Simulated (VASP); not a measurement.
An input for Ansatz (written as the equivalent of a VASP run, and not itself run):

Ansatz 0.2 input:
```yaml
crystal:
  lattice:
    - [0.0000000, 2.5337252, 2.5337252]
    - [2.5337252, 0.0000000, 2.5337252]
    - [2.5337252, 2.5337252, 0.0000000]
  atoms:
    - { symbol: Zr, position: [0.0000000, 0.0000000, 0.0000000] }
    - { symbol: O, position: [0.2500000, 0.2500000, 0.2500000] }
    - { symbol: O, position: [0.7500000, 0.7500000, 0.7500000] }
kpoints:
  mp_grid: { grid: [7, 7, 7] }
hamiltonian:
  xc: pbesol
  pseudopotentials: { kind: paw }
scf:
  occupations: { method: gaussian, width: 0.05 }
  max_iter: 100
relax:
  max_steps: 60
  f_tol: 0.02
  cell: {}
output: { forces: true, stress: true, eigenvalues: true }
```

Translate this input to VASP (INCAR, KPOINTS, POSCAR, choice of POTCAR).

Several could match; the one computed here: 
### POSCAR
```
ZrO2
1.0
  0.0000000000   2.5337252087   2.5337252087
  2.5337252087   0.0000000000   2.5337252087
  2.5337252087   2.5337252087   0.0000000000
Zr O
1 2
Cartesian
  0.0000000000   0.0000000000   0.0000000000
  1.2668626043   1.2668626043   1.2668626043
  3.8005878130   3.8005878130   3.8005878130
```

### INCAR
```
SYSTEM = ZrO2
PREC = Accurate
ENCUT = 520
EDIFF = 1E-6
NELM = 100
ALGO = Normal
LREAL = .FALSE.
LASPH = .TRUE.
ISMEAR = 0
SIGMA = 0.05
GGA = PS
LMAXMIX = 4
LWAVE = .FALSE.
LCHARG = .FALSE.
IBRION = 2
ISIF = 3
NSW = 60
EDIFFG = -0.02
```

KPOINTS:
```
Regular mesh
0
Gamma
7 7 7
0 0 0
```

POTCAR, in this order: Zr_sv O (PBE.64 set). Program: vasp_std.

The two are equivalent in intent, not identical: each code has its own PAW files, so the cut-off isn't converted (ENCUT is set for VASP's; basis.ecutwfc is left out, and Ansatz then takes the one that its files recommend); Ansatz stops its SCF on the density residual and VASP on the energy change (EDIFF).

The structure comes from a computed database's ZrO2 entry (Fm-3m); how it stands against other phases isn't given here. It was relaxed first. The start is the result of an earlier pass.
